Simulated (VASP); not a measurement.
# Be27Cl in VASP: further runs

Runs on Be27Cl. Level: PBE+D3(BJ). Tasks: single point.

Everything below comes from runs of VASP 6.6.1. Logs are shortened: lines on timing, memory, paths and dates and some standing lists are left out, and cuts for length are marked.

## Step 1: Starting point

The cell holds a slab with vacuum, 28 atoms: a = 6.870 Å, b = 6.870 Å, c = 16.588 Å, α = 90.00°, β = 90.00°, γ = 60.00°.

The cell was built by a generator and needn't be a form met in nature.

## Step 2: Single point, PBE+D3(BJ)

Input file INCAR:

```
SYSTEM = Be27Cl
  ALGO = Fast
  EDIFF = 1E-6
  ENCUT = 520
  GGA = PE
  ISIF = 2
  ISMEAR = 0
  IVDW = 12
  LASPH = .True.
  LCHARG = .False.
  LREAL = Auto
  LWAVE = .False.
  NBANDS = 50
  NELM = 60
  PREC = Accurate
  SIGMA = 0.15
```

Input file KPOINTS:

```
k-points
0
Gamma
  4 4 1
  0 0 0
```

Input file POSCAR:

```
Be27Cl
1.0
    6.8700000000      0.0000000000      0.0000000000
    3.4350000000      5.9495950000      0.0000000000
    0.0000000000      0.0000000000     16.5884300000
Be Cl
27 1
Direct
    0.0000000000      0.0000000000      0.0602829804
    0.3333333333      0.0000000000      0.0602829804
    0.6666666667      0.0000000000      0.0602829804
    0.0000000280      0.3333332773      0.0602829804
    0.3333333613      0.3333332773      0.0602829804
    0.6666666947      0.3333332773      0.0602829804
   -0.0000000280      0.6666667227      0.0602829804
    0.3333333053      0.6666667227      0.0602829804
    0.6666666387      0.6666667227      0.0602829804
   -0.1171497242      0.2142374397      0.1696571647
    0.2331732317      0.2168043371      0.1680061947
    0.5460031068      0.2352185317      0.1693997563
   -0.1177723198      0.5717859787      0.1712705181
    0.2112772974      0.5478946046      0.1713977754
    0.5680274122      0.5503841858      0.1675280301
   -0.0991424560      0.8840633690      0.1653291481
    0.2128588378      0.9061126009      0.1685122100
    0.5466980554      0.8874362036      0.1679612236
   -0.0052039389     -0.0039111906      0.2749292730
    0.3381844869     -0.0122292358      0.2781163136
    0.6736645053     -0.0032076133      0.2719501484
   -0.0180673098      0.3426239937      0.2773787513
    0.3420852903      0.3414824034      0.2805346256
    0.6640852641      0.3363622230      0.2765224316
   -0.0089941619      0.6837411622      0.2745270649
    0.3329067012      0.6702689847      0.2742868976
    0.6599645404      0.6714307444      0.2766480613
    0.1892185215      0.2814179789      0.3783608214
```

Potentials or basis: VASP PAW PBE potentials, release 64 (Be, Cl).

Launch:

```console
$ cat potpaw_PBE.64/Be/POTCAR potpaw_PBE.64/Cl/POTCAR > POTCAR
$ mpirun -np 1 vasp_std > vasp.out
```

OUTCAR:

```text
SYSTEM = Be27Cl
   EDIFF = 1E-6
   ENCUT = 520
   GGA = PE
   ISIF = 2
   ISMEAR = 0
   IVDW = 12
   LASPH = .True.
   LREAL = Auto
   NELM = 60
   PREC = Accurate
 IVDW          = 12

 ion  position               nearest neighbor table
   1  0.000  0.000  0.060-  16 2.16  17 2.20  10 2.22   8 2.29   4 2.29   6 2.29   7 2.29   3 2.29
                             2 2.29
   2  0.333  0.000  0.060-  18 2.19  17 2.20  11 2.20   8 2.29   4 2.29   5 2.29   9 2.29   1 2.29
                             3 2.29
   3  0.667  0.000  0.060-  16 2.23  18 2.26  12 2.29   7 2.29   6 2.29   9 2.29   5 2.29   1 2.29
                             2 2.29
   4  0.000  0.333  0.060-  11 2.26   2 2.29   1 2.29   5 2.29   6 2.29   9 2.29   7 2.29  10 2.30
                            13 2.32
   5  0.333  0.333  0.060-  11 2.20  12 2.21  14 2.24   2 2.29   3 2.29   4 2.29   6 2.29   7 2.29
                             8 2.29
   6  0.667  0.333  0.060-  15 2.20  10 2.23  12 2.23   3 2.29   1 2.29   4 2.29   5 2.29   8 2.29
                             9 2.29
   7  1.000  0.667  0.060-  16 2.17  14 2.23  13 2.24   3 2.29   1 2.29   9 2.29   8 2.29   5 2.29
                             4 2.29
   8  0.333  0.667  0.060-  15 2.26   2 2.29   1 2.29   7 2.29   9 2.29   6 2.29   5 2.29  17 2.29
                            14 2.33
   9  0.667  0.667  0.060-  15 2.19  18 2.22  13 2.25   3 2.29   2 2.29   7 2.29   8 2.29   4 2.29
[... 29 lines left out ...]
  24  0.664  0.336  0.277-  23 2.20  10 2.20  12 2.21  22 2.21  15 2.21  26 2.28  27 2.29  21 2.30
                            19 2.31
  25  0.991  0.684  0.275-  13 2.16  19 2.16  14 2.16  21 2.17  16 2.17  26 2.30  27 2.32  22 2.38
                            23 2.38
  26  0.333  0.670  0.274-  20 2.20  23 2.23  14 2.24  17 2.25  27 2.25  15 2.26  19 2.28  24 2.28
                            25 2.30
  27  0.660  0.671  0.277-  20 2.19  13 2.19  15 2.21  18 2.21  22 2.24  26 2.25  21 2.29  24 2.29
                            25 2.32
  28  0.189  0.281  0.378-  23 2.08  22 2.10  20 2.41

  LATTYP: Found a hexagonal cell.
 ALAT       =     6.8700004122
 C/A-ratio  =     2.4146184868

  Lattice vectors:

 A1 = (  -3.4350000000,  -5.9495950000,   0.0000000000)
 A2 = (   6.8700000000,   0.0000000000,   0.0000000000)
 A3 = (   0.0000000000,   0.0000000000,  16.5884300000)

Analysis of symmetry for initial positions (statically):
=====================================================================
 Subroutine PRICEL returns:
 Original cell was already a primitive cell.

 Routine SETGRP: Setting up the symmetry group for a
 hexagonal supercell.

 Subroutine GETGRP returns: Found  1 space group operations
 (whereof  1 operations were pure point group operations)
 out of a pool of 24 trial point group operations.

The static configuration has the point symmetry C_1 .

Analysis of symmetry for dynamics (positions and initial velocities):
=====================================================================
 Subroutine PRICEL returns:
 Original cell was already a primitive cell.

 Routine SETGRP: Setting up the symmetry group for a
 hexagonal supercell.

 Subroutine GETGRP returns: Found  1 space group operations
 (whereof  1 operations were pure point group operations)
 out of a pool of 24 trial point group operations.

The dynamic configuration has the point symmetry C_1 .

 Subroutine INISYM returns: Found  1 space group operations
 (whereof  1 operations are pure point group operations),
 and found     1 'primitive' translations

----------------------------------------------------------------------------------------

                                     Primitive cell

  volume of cell :     678.0308

  direct lattice vectors                    reciprocal lattice vectors
     6.870000000  0.000000000  0.000000000     0.145560408 -0.084039334  0.000000000
     3.435000000  5.949595000  0.000000000     0.000000000  0.168078668  0.000000000
     0.000000000  0.000000000 16.588430000     0.000000000  0.000000000  0.060282980

  length of vectors
[... 46 lines left out ...]
   NUPDOWN=      -1.0000    fix difference up-down
   EMIN   =  10.00;   EMAX   =-10.00  energy-range for DOS
   EFERMI =   0.00;   METHOD = LEGACY
   ISMEAR =     0;   SIGMA  =   0.15  broadening in eV -4-tet -1-fermi 0-gaus
   EFERMI_NEDOS =   21; number of points for ismear=-14 and -15
   IALGO  =     68    algorithm
   IMIX   =      4    mixing-type and parameters
     AMIX     =   0.40;   BMIX     =  1.00
     AMIX_MAG =   1.60;   BMIX_MAG =  1.00
  volume/ion in A,a.u.               =      24.22       163.41
  Fermi-wavevector in a.u.,A,eV,Ry     =   0.733559  1.386225  7.321412  0.538109
  Thomas-Fermi vector in A             =   1.826297
   LORBIT       =      0    0 simple, 1 ext, 2 COOP (PROOUT), +10 PAW based schemes
   GGA     = PE    functional components
   LHFCALC =     F    Hartree Fock is set to
   AEXX    =    0.0000 exact exchange contribution
   IVDW    =    12    specifies the selected vdW correction
   LEPSILON=     F    determine dielectric tensor
   LRPA    =     F    only Hartree local field effects (RPA)
 non-spin polarized calculation
 RMM-DIIS sequential band-by-band and
 Gauss-broadening in eV      SIGMA  =   0.15
  energy-cutoff  :      520.00
  volume of cell :      678.03
 maximum number of plane-waves:     18266
 NGX is ok and might be reduce to    54
   NGX = 25   NGY = 25   NGZ = 61

 number of electron      61.0000001 magnetization

 Free energy of the ion-electron system (eV)
  ---------------------------------------------------
  ext. energy  EPLUGINS =         0.00000000
  ---------------------------------------------------
  free energy    TOTEN  =       -95.94864733 eV

  energy without entropy =      -95.85984064  energy(sigma->0) =      -95.90424399

 E-fermi :  -1.0151     XC(G=0):  -4.8320

 val. band max:       -1.0333923949   @ k =   0.0000   0.0000   0.0000
 cond. band min:      -0.9765838122   @ k =   0.0000   0.5000   0.0000
 fundamental gap:      0.0568085827
 Fermi energy:        -1.0151181827

 k-point     1 :       0.0000    0.0000    0.0000
  band No.  band energies     occupation
      1     -17.9730      2.00000
      2     -10.7239      2.00000
      3      -8.5774      2.00000
      4      -7.8830      2.00000
      5      -7.7558      2.00000
      6      -7.6796      2.00000
[... 439 lines left out ...]
     41       2.9017      0.00000
     42       3.1267      0.00000
 [bands above 42 left out]

------------------------ aborting loop because EDIFF is reached ----------------------------------------

 Edisp (eV)   -6.29607

 E8    (eV) :    -2.2959

  FORCE on cell =-STRESS in cart. coord.  units (eV):
  Direction    XX          YY          ZZ          XY          YZ          ZX
  --------------------------------------------------------------------------------------
  -------------------------------------------------------------------------------------
  Total     -20.83977   -21.38622    -0.19338    -0.06384    -1.38668     0.16126
  in kB     -49.24407   -50.53535    -0.45695    -0.15085    -3.27671     0.38106
  external pressure =      -33.41 kB  Pullay stress =        0.00 kB

 VOLUME and BASIS-vectors are now :
 -----------------------------------------------------------------------------
  energy-cutoff  :      520.00
  volume of cell :      678.03
      direct lattice vectors                 reciprocal lattice vectors
     6.870000000  0.000000000  0.000000000     0.145560408 -0.084039334  0.000000000
     3.435000000  5.949595000  0.000000000     0.000000000  0.168078668  0.000000000
     0.000000000  0.000000000 16.588430000     0.000000000  0.000000000  0.060282980

 POSITION                                       TOTAL-FORCE (eV/Angst)
 -----------------------------------------------------------------------------------
      0.00000      0.00000      1.00000         0.215021      0.170126     -0.099371
      2.29000      0.00000      1.00000         0.002126     -0.011755      0.067037
      4.58000      0.00000      1.00000        -0.189181      0.145305      0.086768
      1.14500      1.98320      1.00000        -0.175331      0.101416      0.110526
      3.43500      1.98320      1.00000         0.101625      0.058609      0.056722
      5.72500      1.98320      1.00000         0.011690     -0.053110     -0.194199
[... 20 lines left out ...]
      6.84032      3.99474      4.58916         0.014714      0.008916      0.023848
      2.26660      1.67432      6.27641         0.003041     -0.423033     -0.097574
 -----------------------------------------------------------------------------------
    total drift:                                0.000081     -0.000623     -0.002331

  FREE ENERGIE OF THE ION-ELECTRON SYSTEM (eV)
  ---------------------------------------------------
  free  energy   TOTEN  =      -102.2447178285 eV

  energy  without entropy=     -102.1559111388  energy(sigma->0) =     -102.20031448
```

It took 16 min on 1 thread of Intel Xeon Platinum 8259CL at 2.50GHz (Skylake/Cascade Lake), shared host; peak memory 0.79 GiB.

What came out:

* Free energy: -102.2447 eV
* Largest force: 0.434 eV/Å
* Band gap on the k mesh: none (metal or under the smearing width)
* Dispersion energy per atom: -0.225 eV

Forces in eV/Å, atoms in the order of the input:
```
Be   0.215  0.170 -0.099
Be   0.002 -0.012  0.067
Be  -0.189  0.145  0.087
Be  -0.175  0.101  0.111
Be   0.102  0.059  0.057
Be   0.012 -0.053 -0.194
Be  -0.011 -0.248  0.022
Be  -0.164 -0.008  0.063
Be   0.157 -0.009 -0.140
Be   0.011  0.009  0.004
Be  -0.013  0.020 -0.027
Be  -0.001 -0.010  0.001
Be   0.003 -0.004 -0.016
Be   0.015  0.015 -0.012
Be  -0.003  0.006  0.008
Be  -0.003  0.015 -0.014
Be   0.006  0.014  0.035
Be   0.001  0.019  0.033
Be  -0.022  0.008  0.000
Be   0.008  0.047  0.095
Be   0.027  0.012 -0.005
Be   0.000  0.035 -0.011
Be   0.002  0.035  0.001
Be   0.001  0.013  0.012
Be   0.003  0.023 -0.030
Be  -0.002  0.010  0.024
Be   0.015  0.009  0.024
Cl   0.003 -0.423 -0.098
```

Levels at points of the mesh, in eV from the Fermi level:
```tsv
k point	band 28	band 29	band 30	band 31	band 32	band 33	band 34	band 35
(0.00, 0.00, 0.00)	-0.55	-0.02	0.20	0.46	0.72	0.81	1.03	1.56
(0.50, 0.00, 0.00)	-0.67	-0.41	-0.30	-0.21	0.06	0.60	1.37	2.08
(0.50, 0.50, 0.00)	-0.69	-0.42	-0.35	-0.07	0.07	0.46	1.43	2.00
(0.00, 0.50, 0.00)	-0.68	-0.50	-0.31	-0.08	0.04	0.50	1.47	1.93
```

Caveat: an odd number of electrons without spin polarisation forces a metal; a magnetic or distorted state may lie lower.

## Step 3: Single point, PBE+D3(BJ)

Input file INCAR:

```
SYSTEM = Be27Cl
  PREC = Accurate
  ENCUT = 520
  EDIFF = 1E-6
  ISMEAR = 0
  SIGMA = 0.15
  LREAL = Auto
  LASPH = .True.
  NELM = 80
  ALGO = Fast
  ISIF = 2
  LWAVE = .False.
  LCHARG = .True.
  GGA = PE
  IVDW = 12
  LELF = .True.
  LVHAR = .True.
  NBANDS = 50
```

Input file KPOINTS:

```
regular mesh
0
Gamma
  4 4 1
  0 0 0
```

Input file POSCAR:

```
Be27Cl
1.0
    6.8700000000      0.0000000000      0.0000000000
    3.4350000000      5.9495950000      0.0000000000
    0.0000000000      0.0000000000     16.5884300000
Be Cl
27 1
Direct
    0.0000000000      0.0000000000      0.0602829804
    0.3333333333      0.0000000000      0.0602829804
    0.6666666667      0.0000000000      0.0602829804
    0.0000000280      0.3333332773      0.0602829804
    0.3333333613      0.3333332773      0.0602829804
    0.6666666947      0.3333332773      0.0602829804
   -0.0000000280      0.6666667227      0.0602829804
    0.3333333053      0.6666667227      0.0602829804
    0.6666666387      0.6666667227      0.0602829804
   -0.1185220417      0.2125779990      0.1693847459
    0.2371231507      0.2132701470      0.1701563077
    0.5455799895      0.2372042131      0.1692749103
   -0.1192635939      0.5731539710      0.1720606471
    0.2105269661      0.5450823123      0.1720181476
    0.5694556180      0.5490809038      0.1672107005
   -0.0967083074      0.8813904140      0.1660771393
    0.2134506336      0.9038035362      0.1666185408
    0.5482029590      0.8837754503      0.1661168055
   -0.0008268795     -0.0047942759      0.2757957806
    0.3402444862     -0.0179966872      0.2736191430
    0.6704280657     -0.0049050398      0.2725257906
   -0.0111366894      0.3352623162      0.2789353785
    0.3426959470      0.3340439139      0.2822462403
    0.6655124848      0.3341197174      0.2765741544
   -0.0063337847      0.6782690250      0.2777094035
    0.3343099488      0.6684517181      0.2731766659
    0.6586132806      0.6699632496      0.2760791106
    0.1533461531      0.3524349136      0.3831018969
```

Potentials or basis: VASP PAW PBE potentials, release 64 (Be, Cl).

Launch:

```console
$ cat potpaw_PBE.64/Be/POTCAR potpaw_PBE.64/Cl/POTCAR > POTCAR
$ mpirun -np 1 vasp_std > vasp.out
```

Run time: 15 min. Hardware: 1 thread of Intel Xeon Platinum 8259CL at 2.50GHz (Skylake/Cascade Lake), shared host; peak memory 0.81 GiB.

The run converged. Its results:

- Free energy: -102.1355 eV
- Largest force: 0.286 eV/Å
- Band gap on the k mesh: none (metal or under the smearing width)
- Dispersion energy per atom: -0.224 eV

Forces on the atoms (eV/Å):
```
Be   0.153  0.143 -0.195
Be  -0.032  0.134  0.038
Be  -0.098  0.104  0.053
Be  -0.165  0.033  0.095
Be   0.071  0.013  0.084
Be   0.048  0.001 -0.247
Be  -0.006 -0.177  0.060
Be  -0.213 -0.137  0.117
Be   0.190 -0.161 -0.086
Be   0.011  0.008 -0.001
Be  -0.006  0.008  0.004
Be   0.002 -0.007  0.001
Be   0.001 -0.012 -0.002
Be   0.013  0.005 -0.001
Be  -0.007  0.006  0.000
Be  -0.006  0.006  0.003
Be   0.002 -0.011  0.000
Be   0.010  0.003  0.000
Be   0.005  0.003  0.009
Be   0.004  0.009  0.010
Be   0.001  0.004  0.007
Be   0.015 -0.001  0.011
Be  -0.009 -0.001  0.013
Be   0.003  0.001  0.009
Be   0.003 -0.001  0.012
Be   0.004  0.001  0.005
Be   0.003  0.001  0.007
Cl   0.003  0.027 -0.004
```

Levels at points of the mesh, in eV from the Fermi level:
| k point | band 28 | band 29 | band 30 | band 31 | band 32 | band 33 | band 34 | band 35 |
| --- | --- | --- | --- | --- | --- | --- | --- | --- |
| (0.00, 0.00, 0.00) | -0.57 | 0.08 | 0.30 | 0.46 | 0.74 | 0.79 | 0.81 | 1.62 |
| (0.50, 0.00, 0.00) | -0.67 | -0.39 | -0.38 | -0.11 | 0.14 | 0.41 | 1.38 | 1.95 |
| (0.50, 0.50, 0.00) | -0.67 | -0.40 | -0.36 | -0.13 | 0.14 | 0.42 | 1.37 | 1.91 |
| (0.00, 0.50, 0.00) | -0.66 | -0.52 | -0.32 | -0.05 | 0.07 | 0.44 | 1.46 | 1.78 |

Caveat: an odd number of electrons without spin polarisation forces a metal; a magnetic or distorted state may lie lower.

## Step 4: Single point, PBE+D3(BJ)

Input file INCAR:

```
PREC = Accurate ; ENCUT = 520
EDIFF = 1E-6 ; ISMEAR = 0
SIGMA = 0.15 ; LREAL = Auto
LASPH = T ; NELM = 80
ALGO = Fast ; ISIF = 2
LWAVE = F ; LCHARG = F
GGA = PE ; IVDW = 12
NBANDS = 50
```

Input file KPOINTS:

```
regular mesh
0
Gamma
  4 4 1
```

Input file POSCAR:

```
Be27Cl
1.0
    6.8700000000      0.0000000000      0.0000000000
    3.4350000000      5.9495950000      0.0000000000
    0.0000000000      0.0000000000     16.5884300000
Be Cl
27 1
Direct
    0.0000000000      0.0000000000      0.0602829804
    0.3333333333      0.0000000000      0.0602829804
    0.6666666667      0.0000000000      0.0602829804
    0.0000000280      0.3333332773      0.0602829804
    0.3333333613      0.3333332773      0.0602829804
    0.6666666947      0.3333332773      0.0602829804
   -0.0000000280      0.6666667227      0.0602829804
    0.3333333053      0.6666667227      0.0602829804
    0.6666666387      0.6666667227      0.0602829804
   -0.1099797011      0.2234158796      0.1683326873
    0.2209395668      0.2247231954      0.1709533090
    0.5531896890      0.2234241154      0.1683786832
   -0.1084927906      0.5542831067      0.1709715748
    0.2208682232      0.5543392449      0.1709652451
    0.5558448045      0.5549604637      0.1656391835
   -0.1099633751      0.8865692539      0.1683032692
    0.2215655551      0.8892403601      0.1656089214
    0.5558364012      0.8892322923      0.1656246553
    0.0014079396     -0.0007291253      0.2750459206
    0.3385891778     -0.0105326497      0.2719845097
    0.6660220044     -0.0007630772      0.2750554453
   -0.0047796333      0.3287793539      0.2799670011
    0.3426175931      0.3287403596      0.2800079332
    0.6659855811      0.3347636268      0.2750661756
   -0.0047542378      0.6760493782      0.2799533169
    0.3385307623      0.6719067432      0.2720160980
    0.6563541124      0.6718341332      0.2720600443
    0.1117996689      0.4438160917      0.3788433866
```

Launch:

```console
$ cat potpaw_PBE.64/Be/POTCAR potpaw_PBE.64/Cl/POTCAR > POTCAR
$ mpirun -np 1 vasp_std > vasp.out
```

It took 24 min on 1 thread of Intel Xeon Platinum 8259CL at 2.50GHz (Skylake/Cascade Lake), shared host; peak memory 0.79 GiB.

The run converged. Its results:

```
Free energy                : -102.1949 eV
Largest force              : 0.308 eV/Å
Band gap on the k mesh     : none (metal or under the smearing width)
Dispersion energy per atom : -0.225 eV
```

Forces in eV/Å, atoms in the order of the input:
```
Be   0.018 -0.009 -0.178
Be   0.000  0.302  0.048
Be  -0.018 -0.008 -0.178
Be  -0.089 -0.050  0.104
Be   0.090 -0.051  0.104
Be  -0.002  0.020 -0.178
Be  -0.001  0.101  0.104
Be  -0.262 -0.152  0.048
Be   0.263 -0.152  0.047
Be   0.000  0.000 -0.002
Be   0.000  0.005 -0.002
Be   0.000  0.000 -0.004
Be   0.004 -0.002 -0.003
Be  -0.004 -0.003 -0.003
Be   0.000 -0.002 -0.003
Be   0.000 -0.001 -0.002
Be  -0.001  0.000 -0.002
Be   0.001  0.001 -0.002
Be   0.005 -0.002  0.009
Be   0.001  0.008  0.017
Be  -0.006 -0.002  0.009
Be   0.001 -0.001  0.001
Be   0.004 -0.003 -0.005
Be   0.000  0.006  0.009
Be   0.001 -0.005  0.005
Be  -0.006 -0.004  0.015
Be   0.005 -0.003  0.014
Cl  -0.006  0.008  0.024
```

Levels at points of the mesh, in eV from the Fermi level:
| k point | band 27 | band 28 | band 29 | band 30 | band 31 | band 32 | band 33 | band 34 | band 35 | band 36 |
| --- | --- | --- | --- | --- | --- | --- | --- | --- | --- | --- |
| (0.00, 0.00, 0.00) | -0.55 | -0.33 | -0.33 | 0.27 | 0.60 | 0.60 | 0.80 | 0.80 | 1.69 | 1.74 |
| (0.50, 0.00, 0.00) | -1.05 | -0.62 | -0.31 | -0.15 | -0.07 | -0.01 | 0.49 | 1.50 | 1.95 | 2.84 |
| (0.50, 0.50, 0.00) | -1.05 | -0.62 | -0.31 | -0.15 | -0.07 | -0.01 | 0.49 | 1.50 | 1.95 | 2.84 |
| (0.00, 0.50, 0.00) | -1.05 | -0.62 | -0.31 | -0.15 | -0.07 | -0.01 | 0.49 | 1.50 | 1.95 | 2.84 |

Caveat: an odd number of electrons without spin polarisation forces a metal; a magnetic or distorted state may lie lower.
